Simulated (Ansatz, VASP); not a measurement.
**Ga12Ge13O44 (amorphous 32Ga2O3-68GeO2 (mol %)) in two plane-wave programs**

Wanted: the spread between two codes on one cell, functional and k mesh. Of the first pair: The structure shown is the end of the Ansatz relaxation below.

Program: Ansatz 0.2.0. Level of theory: plane waves, with VASP 6.6.1 beside it; single point at PBE. Results are calculated unless marked as measured.

### 1. The starting structure

The cell holds 69 atoms: 12 Ga, 13 Ge and 44 O. Its edges and angles: a = 9.780 Å, b = 9.780 Å, c = 9.780 Å, α = 90.0°, β = 90.0°, γ = 90.0°. As first built, before any earlier steps moved the atoms (in the runner's words): 69 atoms (12 Fe, 13 Ge, 44 O) placed at random at 4.19 g/cm^3, melted at 5000 K for 10 ps at fixed volume with the Morse and Coulomb pair potential with partial charges (Pedone, Malavasi, Menziani, Cormack and Segre, J. Phys. Chem. B 110, 11780 (2006)). Quenched from 5000 K to 300 K at 20 K/ps and fixed volume, held 5 ps, then minimised at fixed cell. Then Fe was replaced by Ga and the cell scaled by 1.006 (the potential has no terms for the new elements, so the cell is a start for a DFT relaxation). The cell carries charge −1.

### 2. Ansatz: relaxation, PBE

Ansatz runs on its PAW soft_1 files.

This run makes the geometry at which the two programs are then compared.

Contents of input.yaml:

```yaml
crystal:
  lattice:
    - [9.77983, 0.0, 0.0]
    - [0.0, 9.77983, 0.0]
    - [0.0, 0.0, 9.77983]
  atoms:
    - { symbol: Ga, position: [0.87902, 0.90541, 0.56428] }
    - { symbol: Ga, position: [0.29517, 0.65123, 0.70632] }
    - { symbol: Ga, position: [0.63033, 0.08098, 0.7128] }
    - { symbol: Ga, position: [0.59047, 0.37521, 0.80529] }
    - { symbol: Ga, position: [0.03331, 0.79668, 0.85857] }
    - { symbol: Ga, position: [0.94463, 0.58462, 0.61148] }
    - { symbol: Ga, position: [0.10296, 0.11144, 0.66368] }
    - { symbol: Ga, position: [0.31379, 0.25817, 0.82196] }
    - { symbol: Ga, position: [0.01947, 0.11416, 0.37968] }
    - { symbol: Ga, position: [0.91901, 0.3413, 0.79682] }
    - { symbol: Ga, position: [0.79218, 0.31262, 0.15209] }
    - { symbol: Ga, position: [0.76431, 0.30707, 0.48527] }
    - { symbol: Ge, position: [0.59395, 0.55382, 0.54217] }
    - { symbol: Ge, position: [0.33791, 0.59057, 0.31759] }
    - { symbol: Ge, position: [0.62192, 0.7613, 0.75232] }
    - { symbol: Ge, position: [0.81563, 0.59737, 0.3011] }
    - { symbol: Ge, position: [0.33139, 0.92486, 0.86768] }
    - { symbol: Ge, position: [0.21265, 0.3913, 0.53774] }
    - { symbol: Ge, position: [0.28206, 0.87016, 0.45777] }
    - { symbol: Ge, position: [0.77382, 0.91369, 0.22677] }
    - { symbol: Ge, position: [0.52692, 0.07309, 0.37278] }
    - { symbol: Ge, position: [0.83777, 0.5901, 0.94815] }
    - { symbol: Ge, position: [0.45059, 0.38612, 0.08032] }
    - { symbol: Ge, position: [0.27607, 0.11346, 0.15217] }
    - { symbol: Ge, position: [0.88948, 0.07932, 0.94737] }
    - { symbol: O, position: [0.60005, 0.30986, 0.14083] }
    - { symbol: O, position: [0.94784, 0.62269, 0.41692] }
    - { symbol: O, position: [0.95856, 0.7145, 0.00852] }
    - { symbol: O, position: [0.6138, 0.39017, 0.61644] }
    - { symbol: O, position: [0.45936, 0.62427, 0.44739] }
    - { symbol: O, position: [0.45553, 0.93013, 0.45208] }
    - { symbol: O, position: [0.12354, 0.24085, 0.50542] }
    - { symbol: O, position: [0.70539, 0.9113, 0.66369] }
    - { symbol: O, position: [0.27446, 0.06799, 0.76519] }
    - { symbol: O, position: [0.15401, 0.54951, 0.61815] }
    - { symbol: O, position: [0.10823, 0.10169, 0.20729] }
    - { symbol: O, position: [0.8577, 0.24657, 0.32541] }
    - { symbol: O, position: [0.02141, 0.98899, 0.85922] }
    - { symbol: O, position: [0.7521, 0.41972, 0.8967] }
    - { symbol: O, position: [0.32587, 0.97366, 0.04468] }
    - { symbol: O, position: [0.43763, 0.43383, 0.90398] }
    - { symbol: O, position: [0.632, 0.02487, 0.23557] }
    - { symbol: O, position: [0.50671, 0.89999, 0.8206] }
    - { symbol: O, position: [0.69719, 0.70291, 0.90583] }
    - { symbol: O, position: [0.79165, 0.15372, 0.80735] }
    - { symbol: O, position: [0.24878, 0.44175, 0.36638] }
    - { symbol: O, position: [0.28682, 0.81526, 0.62544] }
    - { symbol: O, position: [0.09673, 0.26091, 0.792] }
    - { symbol: O, position: [0.72381, 0.66184, 0.61284] }
    - { symbol: O, position: [0.51733, 0.19647, 0.80959] }
    - { symbol: O, position: [0.40319, 0.54434, 0.15608] }
    - { symbol: O, position: [0.6961, 0.48264, 0.38974] }
    - { symbol: O, position: [0.48975, 0.62832, 0.71035] }
    - { symbol: O, position: [0.23222, 0.76393, 0.8685] }
    - { symbol: O, position: [0.14867, 0.98803, 0.47739] }
    - { symbol: O, position: [0.88995, 0.93942, 0.365] }
    - { symbol: O, position: [0.82023, 0.95467, 0.05736] }
    - { symbol: O, position: [0.93171, 0.08649, 0.5758] }
    - { symbol: O, position: [0.311, 0.26115, 0.04112] }
    - { symbol: O, position: [0.88963, 0.38867, 0.60653] }
    - { symbol: O, position: [0.97138, 0.77415, 0.67037] }
    - { symbol: O, position: [0.25342, 0.75125, 0.3189] }
    - { symbol: O, position: [0.83777, 0.50602, 0.13915] }
    - { symbol: O, position: [0.3879, 0.16007, 0.2919] }
    - { symbol: O, position: [0.91764, 0.23862, 0.02876] }
    - { symbol: O, position: [0.71972, 0.74136, 0.24512] }
    - { symbol: O, position: [0.96122, 0.53734, 0.81379] }
    - { symbol: O, position: [0.34153, 0.35462, 0.65662] }
    - { symbol: O, position: [0.63087, 0.14979, 0.50787] }
total_charge: -1
kpoints:
  mp_grid: { grid: [1, 1, 1] }
hamiltonian:
  xc: pbe
  pseudopotentials: { kind: paw, azcp: { folder: soft_1 } }
scf:
  occupations: { method: fermi_dirac, width: 0.01 }
  lower_state_search: "off"
output:
  forces: true
magnetization:
  spin_polarized: true
  initial_magnetization: 1
relax:
  f_tol: 0.05
  max_steps: 90
```

On the command line:

```
> ansatz run input.yaml --threads 4 --pin off --max-ram 8192MiB --backend cpu --events-out ev --progress --plain --runs-dir out
```

Numbers of over 12 decimals in the logs are rounded to 6 here.

Output:

```text
Engine: ansatz 0.2.0, aarch64-unknown-linux-gnu
Pseudopotentials: kind: paw
Pseudopotential: Ga, paw, valence charge 13, recommended cutoff 420 eV (normal), soft_1/Ga.paw.azcp
Pseudopotential: Ge, paw, valence charge 14, recommended cutoff 420 eV (normal), soft_1/Ge.paw.azcp
Pseudopotential: O, paw, valence charge 6, recommended cutoff 420 eV (normal), soft_1/O.paw.azcp
Functional definition: PBE
  parameter kappa = 0.804
  parameter beta = 0.066725
  exchange = pbe_x(kappa = kappa, mu = beta*pi^2/3)
  correlation = pbe_c(beta = beta)
Crystal: 69 atoms, lattice volume = 935.393 Å³
Basis set: ecut = 420 eV, 18325 PW (Γ), exchange–correlation on 144×144×144 points (8 copies of the dense FFT grid, shifted against one another)
Bands: 371, of which v1, the nominal top of the filled ones, is band 302 counted from 1 (301 counted from 0)
Symmetry: 1 space group operations
Space group: P1 (ITA 1), of the structure as read, at distance tolerance 9.8e-5 Å
Magnetic group: BNS 1.1 (UNI 1), of the structure as read, at distance tolerance 9.8e-5 Å
k-points: 1
Non-local potential: Ga, projectors of the file, l = 0: 2, l = 1: 2, l = 2: 3, l = 3: 1
Non-local potential: Ge, projectors of the file, l = 0: 2, l = 1: 2, l = 2: 3, l = 3: 1
Non-local potential: O, projectors of the file, l = 0: 2, l = 1: 2, l = 2: 1
PAW form: soft (Blöchl's): semilocal exchange-correlation on the pseudo side does not see the compensation charge
PAW one-centre angular grid: Ga, 590 points (default); XC on 64 Gauss nodes
PAW one-centre angular grid: Ge, 590 points (default); XC on 64 Gauss nodes
PAW one-centre angular grid: O, 110 points (default); XC on 64 Gauss nodes
Initial density: superposition of atomic densities (chi_scale 0.1, normalization cell, long waves kept (reshape's long-wave potential 0.66 eV rms))
Starting moments: Σ|m| = 1 μB on 69 of 69 sites
Initial wavefunctions: pseudopotential atomic-orbital guess
Functional: x = pbe(κ = 0.804, μ = 0.219515), c = pbe(β = 0.066725)
SCF iter   1: F=—  HF=-126207.244119 eV  |F-HF|=—  |Δ(HF+E_count)|=         —  Δρ=5.01e-2 (↑4.75e-2 ↓5.01e-2)  dr2=5.98e1  dr2_m=2.44e-2  M=1.000 μB ∫|m|=1.082 μB  β_m=1.00  ethr=3.10e-3  ⟨swp⟩=6.0  Hψ=2776  notcnv=0  defer=64
preconditioner: auto → Resta (q_TF=auto, 2.536 Å⁻¹)  ε∞=3.2  [insulator: Δε(μ)=1.977 eV  Ē_g=19.923 eV  σ=0.010 eV  W_gap=1.00  n_scr=250 (ndim 8)  ℏωp=29.8 eV  f_vac=0.125  D(μ)=0.00/eV (n_scr^D=0)  ε∞_Penn≈3.2]
spin=Collinear: Resta preconditioning applied to the charge; magnetization (m = ρ↑ − ρ↓) channel mixes plain (no charge-response kernel on spin).
SCF iter   2: F=—  HF=-126196.218516 eV  |F-HF|=—  |Δ(HF+E_count)|=         —  Δρ=3.10e-2 (↑3.09e-2 ↓3.10e-2)  dr2=2.25e1  dr2_m=9.75e-4  M=0.787 μB ∫|m|=0.906 μB  β_m=0.30  ethr=3.10e-3  ⟨swp⟩=3.0  Hψ=1333  notcnv=0  defer=128
Mixer restart at iter 2: flushing history
SCF iter   3: F=—  HF=-126192.620306 eV  |F-HF|=—  |Δ(HF+E_count)|=    3.60e0  Δρ=2.13e-2 (↑2.13e-2 ↓2.13e-2)  dr2=1.03e1  dr2_m=8.80e-4  M=0.776 μB ∫|m|=0.894 μB  β_m=0.30  ethr=3.10e-3  ⟨swp⟩=2.0  Hψ=625  notcnv=0  defer=128
SCF iter   4: F=—  HF=-126189.654405 eV  |F-HF|=—  |Δ(HF+E_count)|=    2.97e0  Δρ=5.80e-3 (↑5.80e-3 ↓5.71e-3)  dr2=7.62e-1  dr2_m=1.05e-3  M=0.751 μB ∫|m|=0.863 μB  β_m=0.30  ethr=1.71e-3  ⟨swp⟩=4.0  Hψ=1083  notcnv=0  defer=125
SCF iter   5: F=—  HF=-126189.583366 eV  |F-HF|=—  |Δ(HF+E_count)|=   7.10e-2  Δρ=2.09e-3 (↑2.00e-3 ↓2.09e-3)  dr2=1.11e-1  dr2_m=7.21e-4  M=0.744 μB ∫|m|=0.859 μB  β_m=0.30  ethr=1.26e-4  ⟨swp⟩=3.0  Hψ=1145  notcnv=0  defer=122
SCF iter   6: F=—  HF=-126189.635539 eV  |F-HF|=—  |Δ(HF+E_count)|=   5.22e-2  Δρ=1.47e-3 (↑1.39e-3 ↓1.47e-3)  dr2=5.31e-2  dr2_m=3.69e-4  M=0.746 μB ∫|m|=0.861 μB  β_m=0.30  ethr=1.84e-5  ⟨swp⟩=3.5  Hψ=894  notcnv=0  defer=122
SCF iter   7: F=—  HF=-126189.680173 eV  |F-HF|=—  |Δ(HF+E_count)|=   4.46e-2  Δρ=4.45e-4 (↑3.97e-4 ↓4.45e-4)  dr2=5.81e-3  dr2_m=1.85e-4  M=0.740 μB ∫|m|=0.855 μB  β_m=0.30  ethr=8.81e-6  ⟨swp⟩=2.0  Hψ=1144  notcnv=0  defer=122
SCF iter   8: F=—  HF=-126189.682194 eV  |F-HF|=—  |Δ(HF+E_count)|=   2.02e-3  Δρ=2.25e-4 (↑2.25e-4 ↓2.04e-4)  dr2=1.49e-3  dr2_m=1.06e-4  M=0.738 μB ∫|m|=0.853 μB  β_m=0.30  ethr=9.64e-7  ⟨swp⟩=2.0  Hψ=1235  notcnv=0  defer=122
Mixer restart at iter 8: flushing history
spin-set hold released at iteration 8 (site moments contracting): the magnetisation degrees of freedom join the quasi-Newton model from the next iteration; the mixer history was flushed
SCF iter   9: F=—  HF=-126189.682997 eV  |F-HF|=—  |Δ(HF+E_count)|=   8.03e-4  Δρ=1.65e-4 (↑1.65e-4 ↓1.48e-4)  dr2=8.03e-4  dr2_m=6.00e-5  M=0.738 μB ∫|m|=0.854 μB  β_m=0.65  ethr=2.48e-7  ⟨swp⟩=1.5  Hψ=621  notcnv=0  defer=122
[...]
atom  15  Ge     0.01410910    -0.00520059     0.01841799
  atom  16  Ge     0.00135249     0.01287875     0.01903683
  atom  17  Ge    -0.00252301     0.01279386     0.00462879
  atom  18  Ge    -0.01487262     0.00258440    -0.01130196
  atom  19  Ge     0.00760860     0.00502235     0.01498517
  atom  20  Ge     0.00742595     0.00224319     0.01231361
  atom  21  Ge    -0.01292658    -0.02986559    -0.00754708
  atom  22  Ge     0.01993419    -0.00606532     0.00079031
  atom  23  Ge    -0.02031809    -0.01017184     0.00470901
  atom  24  Ge     0.00050082     0.00196546    -0.00567453
  atom  25  Ge     0.01158327    -0.01847142     0.02627498
  atom  26  O      0.00262989     0.00098935     0.00022196
  atom  27  O     -0.00429778     0.00021223    -0.01992220
  atom  28  O     -0.00441702     0.00558119    -0.00133660
  atom  29  O      0.01300023    -0.00359921    -0.00405418
  atom  30  O      0.00479115    -0.00371864    -0.01120278
  atom  31  O      0.00472211     0.01380665    -0.00206890
  atom  32  O      0.00678929     0.00496553    -0.00089444
  atom  33  O      0.00198535    -0.02551945    -0.00556435
  atom  34  O      0.00753955    -0.01378733    -0.00531933
  atom  35  O     -0.02432084    -0.00782148    -0.00787038
  atom  36  O      0.01480013     0.00059089    -0.00558388
  atom  37  O     -0.00236700    -0.00709221    -0.00298304
  atom  38  O     -0.00055981     0.01144846    -0.00393866
[...]
atom  62  O      0.00408136    -0.00637217     0.00338799
  atom  63  O      0.00293730     0.00490850    -0.02258039
  atom  64  O      0.00888941     0.00291255     0.00128377
  atom  65  O      0.00412783    -0.01272499    -0.01134936
  atom  66  O      0.00255603    -0.00198728    -0.00485922
  atom  67  O      0.00018960    -0.00193919     0.03313960
  atom  68  O      0.01855063     0.01312115     0.00921406
  atom  69  O     -0.00353188    -0.00182320     0.00298627
  max |Σ_I F_I| component: 8.27e-6 eV/Å
--- Relaxed structure (3 steps of the walk, 3 accepted, 0 SCFs on fresh bases) ---
  F+E_penalty+E_count = -126189.70235250 eV   max|allowed force component| = 3.314e-2 eV/Å
  atoms:
    - { symbol: Ga, position: [0.879111, 0.904794, 0.563806] }
    - { symbol: Ga, position: [0.295497, 0.649308, 0.708136] }
    - { symbol: Ga, position: [0.630092, 0.081133, 0.713262] }
    - { symbol: Ga, position: [0.589946, 0.375560, 0.805610] }
    - { symbol: Ga, position: [0.034904, 0.796387, 0.859013] }
    - { symbol: Ga, position: [0.945242, 0.584954, 0.611490] }
    - { symbol: Ga, position: [0.102531, 0.111116, 0.663799] }
    - { symbol: Ga, position: [0.313161, 0.258609, 0.821025] }
    - { symbol: Ga, position: [0.018428, 0.113684, 0.379340] }
    - { symbol: Ga, position: [0.918693, 0.341313, 0.796880] }
    - { symbol: Ga, position: [0.791924, 0.312359, 0.152599] }
    - { symbol: Ga, position: [0.764573, 0.306128, 0.486124] }
    - { symbol: Ge, position: [0.594293, 0.553926, 0.542192] }
    - { symbol: Ge, position: [0.338147, 0.591352, 0.316781] }
    - { symbol: Ge, position: [0.623205, 0.761522, 0.752329] }
    - { symbol: Ge, position: [0.815832, 0.597325, 0.301360] }
    - { symbol: Ge, position: [0.331824, 0.924839, 0.868146] }
    - { symbol: Ge, position: [0.212599, 0.391120, 0.536240] }
    - { symbol: Ge, position: [0.281518, 0.869456, 0.458137] }
    - { symbol: Ge, position: [0.772550, 0.913248, 0.226327] }
    - { symbol: Ge, position: [0.526031, 0.073955, 0.373443] }
    - { symbol: Ge, position: [0.838893, 0.590244, 0.949221] }
    - { symbol: Ge, position: [0.449937, 0.386871, 0.079959] }
    - { symbol: Ge, position: [0.275349, 0.113984, 0.152830] }
    - { symbol: Ge, position: [0.889610, 0.079444, 0.947370] }
    - { symbol: O, position: [0.599561, 0.310499, 0.141139] }
    - { symbol: O, position: [0.948510, 0.623246, 0.416626] }
    - { symbol: O, position: [0.960021, 0.714719, 0.00965124] }
    - { symbol: O, position: [0.613895, 0.390050, 0.616571] }
    - { symbol: O, position: [0.459996, 0.624837, 0.446319] }
    - { symbol: O, position: [0.454847, 0.929845, 0.451791] }
    - { symbol: O, position: [0.123423, 0.240430, 0.504524] }
    - { symbol: O, position: [0.706116, 0.911437, 0.663190] }
    - { symbol: O, position: [0.274329, 0.067761, 0.764593] }
    - { symbol: O, position: [0.153787, 0.548904, 0.617073] }
    - { symbol: O, position: [0.106881, 0.101605, 0.207061] }
    - { symbol: O, position: [0.857733, 0.245930, 0.325792] }
    - { symbol: O, position: [0.022045, 0.988868, 0.859485] }
    - { symbol: O, position: [0.751967, 0.420110, 0.896651] }
    - { symbol: O, position: [0.326286, 0.974085, 0.045694] }
    - { symbol: O, position: [0.436687, 0.435281, 0.903502] }
    - { symbol: O, position: [0.630460, 0.024326, 0.235686] }
    - { symbol: O, position: [0.507731, 0.900492, 0.820691] }
    - { symbol: O, position: [0.698551, 0.703228, 0.906354] }
    - { symbol: O, position: [0.791748, 0.154018, 0.807374] }
    - { symbol: O, position: [0.249179, 0.441837, 0.364591] }
    - { symbol: O, position: [0.286407, 0.813336, 0.625548] }
    - { symbol: O, position: [0.096645, 0.261211, 0.791817] }
    - { symbol: O, position: [0.725427, 0.661268, 0.612430] }
[...]
- { symbol: O, position: [0.252665, 0.751631, 0.318164] }
    - { symbol: O, position: [0.838675, 0.505611, 0.139622] }
    - { symbol: O, position: [0.386782, 0.161382, 0.293209] }
    - { symbol: O, position: [0.917665, 0.238898, 0.029087] }
    - { symbol: O, position: [0.718213, 0.740751, 0.245521] }
    - { symbol: O, position: [0.961985, 0.537353, 0.814378] }
    - { symbol: O, position: [0.341853, 0.354385, 0.654682] }
    - { symbol: O, position: [0.630557, 0.149496, 0.508613] }
```

(Part 1 of 3 ends here.)

[Lines on the potential files, build, host, timing and source positions are cut from VASP's logs without a mark.]

[Logs are printed without paths, hosts, clocks, repeated set-up lines and the standing remarks that a program may print on its own settings, such as how far it seeks lower states.]

[Hosts, paths, dates, database ids (printed as entryN), source tags and the programs' standing remarks are cut or masked in the printed files.]
